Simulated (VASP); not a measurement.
A convergence study with VASP on InAs (zinc blende): a few settings are varied, all else stays as given below, so the limit is that of these other settings. The cell's lengths are 1 % over those of the tabulated start and one atom is moved, so it is off equilibrium.

```yaml
crystal:
  lattice:
    - [0.00000, 3.06030, 3.06030]
    - [3.06030, 0.00000, 3.06030]
    - [3.06030, 3.06030, 0.00000]
  atoms:
    - { symbol: In, position: [0.00000, 0.00000, 0.00000] }
    - { symbol: As, position: [0.24010, 0.25990, 0.25990] }
```

Method: PBEsol GGA, VASP's PBE PAW potentials (set 64) (plane waves; VASP). The last row used: 550 eV cut-off, 6×6×6 Γ-centred mesh, Gaussian smearing of 0.050 eV, potentials In_d As.

| setting | E (eV/atom) | pressure (GPa) | electronic steps |
|---|---|---|---|
| ALGO = Normal, EDIFF = 1E-2 | -4.2284 | -1.25 | 8 |
| ALGO = Normal, EDIFF = 1E-3 | -4.2287 | -0.83 | 9 |
| ALGO = Normal, EDIFF = 1E-4 | -4.2287 | -0.51 | 10 |
| ALGO = Normal, EDIFF = 1E-5 | -4.2287 | -0.67 | 12 |
| ALGO = Normal, EDIFF = 1E-6 | -4.2287 | -0.66 | 12 |
| ALGO = Normal, EDIFF = 1E-7 | -4.2287 | -0.66 | 14 |
| ALGO = Normal, EDIFF = 1E-8 | -4.2287 | -0.66 | 17 |
| ALGO = Normal, EDIFF = 1E-9 | -4.2287 | -0.66 | 20 |
| ALGO = Fast, EDIFF = 1E-2 | -4.2284 | -1.91 | 8 |
| ALGO = Fast, EDIFF = 1E-3 | -4.2286 | -0.59 | 9 |
| ALGO = Fast, EDIFF = 1E-4 | -4.2287 | -0.74 | 11 |
| ALGO = Fast, EDIFF = 1E-5 | -4.2287 | -0.72 | 15 |
| ALGO = Fast, EDIFF = 1E-6 | -4.2287 | -0.62 | 17 |
| ALGO = Fast, EDIFF = 1E-7 | -4.2287 | -0.62 | 18 |
| ALGO = Fast, EDIFF = 1E-8 | -4.2287 | -0.66 | 21 |
| ALGO = Fast, EDIFF = 1E-9 | -4.2287 | -0.66 | 27 |
| ALGO = All, EDIFF = 1E-2 | -4.2280 | -0.59 | 10 |
| ALGO = All, EDIFF = 1E-3 | -4.2287 | -0.57 | 12 |
| ALGO = All, EDIFF = 1E-4 | -4.2287 | -0.64 | 13 |
| ALGO = All, EDIFF = 1E-5 | -4.2287 | -0.60 | 15 |
| ALGO = All, EDIFF = 1E-6 | -4.2287 | -0.63 | 18 |
| ALGO = All, EDIFF = 1E-7 | -4.2287 | -0.65 | 20 |
| ALGO = All, EDIFF = 1E-8 | -4.2287 | -0.66 | 21 |
| ALGO = All, EDIFF = 1E-9 | -4.2287 | -0.66 | 25 |

Left out are rungs that failed or repeat a setting and relaxations that didn't move; long series are thinned to 24 rows.

The compound is InAs in the zinc blende structure. The cell was not relaxed at this level, it is distorted from the ideal structure.
